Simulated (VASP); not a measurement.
These are vdW-DF2, VASP's PBE PAW potentials (set 64) (plane waves; VASP) values and carry that method's errors.

A VASP calculation is set up with these files.

INCAR:
```
! general
SYSTEM   = As
PREC     = Accurate
ENCUT    = 520
LREAL    = .FALSE.
LASPH    = .TRUE.

! electronic loop
EDIFF    = 1E-7
NELM     = 100
ALGO     = Normal
LMAXMIX  = 4

! smearing
ISMEAR   = -5

! functional
GGA      = ML
LUSE_VDW = .TRUE.
AGGAC    = 0.0
ZAB_VDW  = -1.8867

! ions
ISIF     = 2

! output
LWAVE    = .FALSE.
LCHARG   = .TRUE.
LORBIT   = 11
NEDOS    = 601
```

### KPOINTS
```
Automatic mesh
0
Gamma
13 13 13
0 0 0
```

File POSCAR:
```
As
1
    4.4685442957    -1.9255293028     0.2157617197
    4.4685442957     1.9255293028     0.2157617197
    3.4849469999     0.0000000000     3.4025352300
As
2
Direct
  0.2189892148   0.2189892148   0.2189892148
  0.7810107852   0.7810107852   0.7810107852
```

POTCAR, in this order: As (PBE.64 set). Program: vasp_std.

The resulting files:

File OSZICAR:
```
       N       E                     dE             d eps       ncg     rms          rms(c)
DAV:   1     0.378967790051E+02    0.37897E+02   -0.41623E+03  4158   0.894E+02
DAV:   2    -0.389369778006E+01   -0.41790E+02   -0.41021E+02  6633   0.121E+02
DAV:   3    -0.547330419277E+01   -0.15796E+01   -0.15779E+01  4844   0.293E+01
DAV:   4    -0.548410161849E+01   -0.10797E-01   -0.10781E-01  5012   0.271E+00
DAV:   5    -0.548414929590E+01   -0.47677E-04   -0.47564E-04  4672   0.172E-01    0.258E+00
DAV:   6    -0.544769537957E+01    0.36454E-01   -0.58867E-02  4318   0.169E+00    0.156E+00
DAV:   7    -0.544212804675E+01    0.55673E-02   -0.10368E-01  4283   0.230E+00    0.183E-01
DAV:   8    -0.544226896609E+01   -0.14092E-03   -0.37531E-03  4311   0.540E-01    0.670E-02
DAV:   9    -0.544239711161E+01   -0.12815E-03   -0.26029E-04  4931   0.173E-01    0.376E-02
DAV:  10    -0.544240216342E+01   -0.50518E-05   -0.14085E-05  4390   0.468E-02    0.750E-03
DAV:  11    -0.544240046106E+01    0.17024E-05   -0.22755E-06  4367   0.196E-02    0.213E-03
DAV:  12    -0.544240121971E+01   -0.75865E-06   -0.33453E-07  4453   0.522E-03    0.298E-04
DAV:  13    -0.544240118192E+01    0.37789E-07   -0.19539E-08  2170   0.172E-03
   1 F= -.54424012E+01 E0= -.54424012E+01  d E =0.000000E+00
```

**OUTCAR**
```
------------------------ aborting loop because EDIFF is reached ----------------------------------------
  FORCE on cell =-STRESS in cart. coord.  units (eV):
  Direction    XX          YY          ZZ          XY          YZ          ZX
  --------------------------------------------------------------------------------------
  Total        0.0255973      0.0280708      0.0278351      0.0000000      0.0000000     -0.0007634
  in kB        0.7368575      0.8080585      0.8012755      0.0000000      0.0000000     -0.0219762
  external PRESSURE =       0.7820638 kB  Pullay stress =       0.0000000 kB
  volume of cell :       55.66
      direct lattice vectors                 reciprocal lattice vectors
     4.468544296 -1.925529303  0.215761720     0.117714733 -0.259668861 -0.120565866
     4.468544296  1.925529303  0.215761720     0.117714733  0.259668861 -0.120565866
     3.484947000  0.000000000  3.402535230    -0.014929064  0.000000000  0.309189156
 POSITION                                       TOTAL-FORCE (eV/Angst)
 -----------------------------------------------------------------------------------
      2.72029      0.00000      0.83962         0.000066      0.000000      0.000020
      9.70174      0.00000      2.99444        -0.000066      0.000000     -0.000020
 -----------------------------------------------------------------------------------
    total drift:                               -0.000000     -0.000000     -0.000000
  FREE ENERGIE OF THE ION-ELECTRON SYSTEM (eV)
  ---------------------------------------------------
  free  energy   TOTEN  =        -5.4424011819 eV

  energy  without entropy=       -5.4424011819  energy(sigma->0) =       -5.44240118

 total charge

# of ion       s       p       d       tot
------------------------------------------
    1        1.326   1.330   0.030   2.685
    2        1.326   1.330   0.030   2.685
--------------------------------------------------
tot          2.651   2.659   0.060   5.370
```
(Selected blocks of OUTCAR.)

For a metal the tetrahedron method with Blöchl corrections gives inexact stress and forces.

The compound is As in the a7 structure. It was relaxed first, which changed the volume by +29 %.
